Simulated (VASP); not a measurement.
The input files of a VASP run:

POSCAR:
```
SnSb
1
   -0.0000000000     3.0243728143     3.0243728143
    3.0243728143     0.0000000000     3.0243728143
    3.0243728143     3.0243728143     0.0000000000
Sn Sb
1 1
Direct
  0.5000000000   0.5000000000   0.5000000000
  0.0000000000   1.0000000000   0.0000000000
```

File KPOINTS:
```
Automatic mesh
0
Gamma
12 12 12
0 0 0
```

**INCAR**
```
LMAXMIX  =  4   # l cut-off of mixed one-centre charges
EDIFF  =  1E-7   # SCF stop (eV)
LWAVE  =  .FALSE.
LREAL  =  .FALSE.
ENCUT  =  400
ISMEAR  =  -5   # tetrahedra, Bloechl
PREC  =  Accurate
ALGO  =  Normal
LASPH  =  .TRUE.   # aspherical one-centre terms
SYSTEM  =  SnSb
ISIF  =  2   # forces and stress, cell fixed
LORBIT  =  11   # lm-projected
NELM  =  100   # most electronic steps
LCHARG  =  .TRUE.
NEDOS  =  601   # DOS grid
```

POTCAR, in this order: Sn_d Sb (LDA.64 set). Program: vasp_std.

Task: Write an equivalent input for Quantum ESPRESSO's pw.x.

Result: One equivalent input (not run):
```
&CONTROL
  calculation = 'scf'
  pseudo_dir = './pseudo'
  outdir = './out'
  tprnfor = .true.
  tstress = .true.
/
&SYSTEM
  ibrav = 0
  nat = 2
  ntyp = 2
  ecutwfc = 84
  occupations = 'tetrahedra'
  input_dft = 'pz'
/
&ELECTRONS
  conv_thr = 7.3e-09
  electron_maxstep = 100
/
ATOMIC_SPECIES
  Sn 118.710 Sn.upf
  Sb 121.760 Sb.upf
CELL_PARAMETERS angstrom
    -0.0000000    3.0243728    3.0243728
     3.0243728    0.0000000    3.0243728
     3.0243728    3.0243728    0.0000000
ATOMIC_POSITIONS crystal
  Sn   0.5000000  0.5000000  0.5000000
  Sb   0.0000000  1.0000000  0.0000000
K_POINTS automatic
  12 12 12 0 0 0
```
The two are equivalent in intent, not identical: the potentials are each code's own (VASP's PAW set, PseudoDojo norm-conserving files in pw.x), so ENCUT and ecutwfc are chosen apart and not converted; conv_thr bounds pw.x's estimated SCF error, while EDIFF bounds the energy change between steps.

The structure comes from a computed database's SnSb entry (Fm-3m); how it stands against other phases isn't given here. It was relaxed first.
